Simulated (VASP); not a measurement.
These are rev-vdW-DF2, VASP's PBE PAW potentials (set 64) (plane waves; VASP) values and carry that method's errors.

VASP ran on this input.

**POSCAR**
```
KMgF3
1
    4.0001777389    -0.0000000000     0.0000000000
   -0.0000000000     4.0001777389    -0.0000000000
    0.0000000000    -0.0000000000     4.0001777389
K Mg F
1 1 3
Direct
  0.0000000000   0.0000000000   0.0000000000
  0.5000000000   0.5000000000   0.5000000000
  0.5000000000   0.0000000000   0.5000000000
  0.0000000000   0.5000000000   0.5000000000
  0.5000000000   0.5000000000   0.0000000000
```

### INCAR
```
AGGAC  =  0.0
ALGO  =  Normal
EDIFF  =  1E-7
ENCUT  =  520
GGA  =  MK
ICHARG  =  11
ISMEAR  =  0
LASPH  =  .TRUE.
LCHARG  =  .FALSE.
LORBIT  =  11
LREAL  =  .FALSE.
LUSE_VDW  =  .TRUE.
LWAVE  =  .FALSE.
NELM  =  100
PARAM1  =  0.1234568
PARAM2  =  0.7114
PREC  =  Accurate
SIGMA  =  0.05
SYSTEM  =  KMgF3
ZAB_VDW  =  -1.8867
```

**KPOINTS**
```
k-points along high-symmetry lines
15
Line-mode
Reciprocal
  0.000000   0.000000   0.000000 ! GAMMA
  0.000000   0.500000   0.000000 ! X

  0.000000   0.500000   0.000000 ! X
  0.500000   0.500000   0.000000 ! M

  0.500000   0.500000   0.000000 ! M
  0.000000   0.000000   0.000000 ! GAMMA

  0.000000   0.000000   0.000000 ! GAMMA
  0.500000   0.500000   0.500000 ! R

  0.500000   0.500000   0.500000 ! R
  0.000000   0.500000   0.000000 ! X

  0.500000   0.500000   0.500000 ! R
  0.500000   0.500000   0.000000 ! M
```

POTCAR, in this order: K_sv Mg F (PBE.64 set). Program: vasp_std. Read from the step before: CHGCAR.

What VASP printed:

OUTCAR:
```
 ion  position               nearest neighbor table
   1  0.000  0.000  0.000-   3 2.83   4 2.83   5 2.83   3 2.83   4 2.83   4 2.83   5 2.83   4 2.83
                             3 2.83   5 2.83   3 2.83   5 2.83   2 3.46   2 3.46   2 3.46   2 3.46
   2  0.500  0.500  0.500-   3 2.00   4 2.00   5 2.00   5 2.00   3 2.00   4 2.00   1 3.46   1 3.46
                             1 3.46   1 3.46   1 3.46   1 3.46   1 3.46   1 3.46
   3  0.500  0.000  0.500-   2 2.00   2 2.00   1 2.83   1 2.83   1 2.83   1 2.83
   4  0.000  0.500  0.500-   2 2.00   2 2.00   1 2.83   1 2.83   1 2.83   1 2.83
   5  0.500  0.500  0.000-   2 2.00   2 2.00   1 2.83   1 2.83   1 2.83   1 2.83
  LATTYP: Found a simple cubic cell.
 ALAT       =     4.0001777389
 Subroutine PRICEL returns:
 Original cell was already a primitive cell.
 Subroutine GETGRP returns: Found 48 space group operations
The static configuration has the point symmetry O_h .
The dynamic configuration has the point symmetry O_h .
 Subroutine INISYM returns: Found 48 space group operations
   k-points           NKPTS =     90   k-points in BZ     NKDIM =     90   number of bands    NBANDS=     20
   number of dos      NEDOS =    301   number of ions     NIONS =      5
   total plane-waves  NPLWV =  27000
   dimension x,y,z NGX =    30 NGY =   30 NGZ =   30
   dimension x,y,z NGXF=    60 NGYF=   60 NGZF=   60
   ions per type =               1   1   3
   PREC   = accura    normal or accurate (medium, high low for compatibility)
   ISTART =      0    job   : 0-new  1-cont  2-samecut
   ICHARG =     11    charge: 1-file 2-atom 10-const
...
```

File OSZICAR:
```
       N       E                     dE             d eps       ncg     rms          rms(c)
DAV:   1     0.244967435188E+03    0.24497E+03   -0.17503E+04  3600   0.156E+03
DAV:   2    -0.513864981409E+01   -0.25011E+03   -0.24056E+03  4892   0.378E+02
DAV:   3    -0.161273379900E+02   -0.10989E+02   -0.10951E+02  4300   0.778E+01
DAV:   4    -0.164926794868E+02   -0.36534E+00   -0.36478E+00  6244   0.117E+01
DAV:   5    -0.164942211540E+02   -0.15417E-02   -0.15416E-02  4164   0.771E-01
DAV:   6    -0.164942487278E+02   -0.27574E-04   -0.27573E-04  5176   0.706E-02
DAV:   7    -0.164942490130E+02   -0.28528E-06   -0.28521E-06  4432   0.923E-03
DAV:   8    -0.164942490192E+02   -0.61200E-08   -0.61107E-08  3200   0.122E-03
   1 F= -.16494249E+02 E0= -.16494249E+02  d E =-.338557E-22
```

OUTCAR:
```
 val. band max:       -1.8408741124   @ k =   0.5000   0.5000   0.5000

 cond. band min:       5.3678302167   @ k =   0.0000   0.0000   0.0000



 k-point     1 :       0.0000    0.0000    0.0000
  band No.  band energies     occupation
      1     -27.3561      2.00000
      2     -21.7859      2.00000
      3     -21.1368      2.00000
      4     -21.1368      2.00000
      5     -10.9176      2.00000
      6     -10.9176      2.00000
      7     -10.9176      2.00000
      8      -4.2370      2.00000
      9      -4.2370      2.00000
     10      -4.2370      2.00000
     11      -2.4592      2.00000
     12      -2.4592      2.00000
     13      -2.4592      2.00000
     14      -2.1621      2.00000
     15      -2.1621      2.00000
     16      -2.1621      2.00000
     17       5.3678      0.00000
     18       8.1613      0.00000
     19       8.1613      0.00000
     20      10.3692      0.00000

 k-point     2 :       0.0000    0.0357    0.0000
  band No.  band energies     occupation
      1     -27.3557      2.00000
      2     -21.7845      2.00000
      3     -21.1386      2.00000
      4     -21.1367      2.00000
      5     -10.9175      2.00000
      6     -10.9170      2.00000
      7     -10.9170      2.00000
      8      -4.2361      2.00000
      9      -4.2354      2.00000
     10      -4.2354      2.00000
     11      -2.4624      2.00000
     12      -2.4619      2.00000
     13      -2.4619      2.00000
     14      -2.1749      2.00000
     15      -2.1647      2.00000
     16      -2.1647      2.00000
     17       5.3910      0.00000
     18       8.1734      0.00000
     19       8.1756      0.00000
     20      10.3761      0.00000

 k-point     3 :       0.0000    0.0714    0.0000
  band No.  band energies     occupation
      1     -27.3547      2.00000
      2     -21.7805      2.00000
      3     -21.1439      2.00000
      4     -21.1364      2.00000
      5     -10.9170      2.00000
      6     -10.9150      2.00000
...
```

The density is held fixed in this step, so its total energy and stress have no physical meaning.

The compound is KMgF3 in the cubic perovskite structure. It was relaxed first.
